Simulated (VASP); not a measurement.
Level of theory: r2SCAN meta-GGA, VASP's PBE PAW potentials (set 64) (plane waves; VASP).

VASP input:

POSCAR:
```
PbS
3.0449150
  0.0000000000   1.0000001052   1.0000001052
  1.0000001052   0.0000000000   1.0000001052
  1.0000001052   1.0000001052   0.0000000000
Pb S
1 1
Cart
  0.0000000000   0.0000000000   0.0000000000
  1.0000001052   1.0000001052   1.0000001052
```

### INCAR
```
PREC = Accurate
ALGO = Normal   ! blocked Davidson
SYSTEM = PbS
SIGMA = 0.05
LWAVE = F
ENCUT = 520   ! plane-wave cut-off (eV)
ISIF = 2   ! forces and stress, cell fixed
NELM = 100   ! most electronic steps
LASPH = T   ! aspherical one-centre terms
METAGGA = R2SCAN
LCHARG = F
LMIXTAU = T
EDIFF = 1E-7   ! SCF stop (eV)
ISMEAR = 0   ! Gaussian
LMAXMIX = 4   ! l cut-off of mixed one-centre charges
LREAL = F   ! projection in real space or not
```

### KPOINTS
```
Automatic mesh
0
Gamma
8 8 8
0 0 0
```

POTCAR, in this order: Pb_d S (PBE.64 set). Program: vasp_std.

Output of the run:

File OSZICAR:
```
       N       E                     dE             d eps       ncg     rms          rms(c)
DAV:   1     0.988227348040E+02    0.98823E+02   -0.10061E+04   818   0.150E+03
DAV:   2    -0.572252319231E+02   -0.15605E+03   -0.15265E+03   872   0.354E+02
DAV:   3    -0.703753749355E+02   -0.13150E+02   -0.12843E+02  1070   0.107E+02
DAV:   4    -0.707287297919E+02   -0.35335E+00   -0.35319E+00   928   0.205E+01
DAV:   5    -0.707394601988E+02   -0.10730E-01   -0.10730E-01  1142   0.337E+00    0.414E+00
DAV:   6    -0.653807449412E+02    0.53587E+01   -0.31777E+00   974   0.327E+01    0.379E+00
DAV:   7    -0.654571452994E+02   -0.76400E-01   -0.79287E-01   824   0.114E+01    0.205E+00
DAV:   8    -0.655510396411E+02   -0.93894E-01   -0.68551E-01   812   0.670E+00    0.765E-01
DAV:   9    -0.655784897082E+02   -0.27450E-01   -0.21721E-01   812   0.408E+00    0.605E-01
DAV:  10    -0.655777028759E+02    0.78683E-03   -0.45778E-02   872   0.232E+00    0.391E-01
DAV:  11    -0.655760398311E+02    0.16630E-02   -0.19321E-02   824   0.125E+00    0.102E-01
DAV:  12    -0.655821671249E+02   -0.61273E-02   -0.32748E-03   824   0.595E-01    0.118E-01
DAV:  13    -0.655822781485E+02   -0.11102E-03   -0.13662E-03   842   0.377E-01    0.806E-02
DAV:  14    -0.655823886263E+02   -0.11048E-03   -0.11966E-04  1004   0.130E-01    0.414E-02
DAV:  15    -0.655826188244E+02   -0.23020E-03   -0.23065E-04   830   0.183E-01    0.283E-02
DAV:  16    -0.655826261193E+02   -0.72950E-05   -0.49426E-05   896   0.826E-02    0.350E-03
DAV:  17    -0.655826300905E+02   -0.39712E-05   -0.64477E-06   836   0.277E-02    0.291E-03
DAV:  18    -0.655826297556E+02    0.33491E-06   -0.29750E-07  1034   0.590E-03    0.246E-03
DAV:  19    -0.655826299714E+02   -0.21580E-06   -0.23753E-07   660   0.529E-03    0.559E-04
DAV:  20    -0.655826303054E+02   -0.33393E-06   -0.18910E-07   676   0.506E-03    0.256E-04
DAV:  21    -0.655826302410E+02    0.64319E-07   -0.16617E-08   448   0.144E-03
   1 F= -.65582630E+02 E0= -.65582630E+02  d E =-.109026E-14
```

OUTCAR:
```
------------------------ aborting loop because EDIFF is reached ----------------------------------------
  FORCE on cell =-STRESS in cart. coord.  units (eV):
  Direction    XX          YY          ZZ          XY          YZ          ZX
  --------------------------------------------------------------------------------------
  Total       -1.0456703     -1.0456703     -1.0456703      0.0000000      0.0000000     -0.0000000
  in kB      -29.6721979    -29.6721979    -29.6721979      0.0000000      0.0000000     -0.0000000
  external PRESSURE =     -29.6721979 kB  Pullay stress =       0.0000000 kB
  volume of cell :       56.46
      direct lattice vectors                 reciprocal lattice vectors
     0.000000000  3.044915320  3.044915320    -0.164208179  0.164208179  0.164208179
     3.044915320  0.000000000  3.044915320     0.164208179 -0.164208179  0.164208179
     3.044915320  3.044915320  0.000000000     0.164208179  0.164208179 -0.164208179
  FREE ENERGIE OF THE ION-ELECTRON SYSTEM (eV)
  ---------------------------------------------------
  free  energy   TOTEN  =       -65.5826302410 eV

  energy  without entropy=      -65.5826302410  energy(sigma->0) =      -65.58263024
```
(Selected blocks of OUTCAR.)

The compound is PbS in the rock salt structure. This cell is one point of a volume scan, at 1.06 of the reference volume.
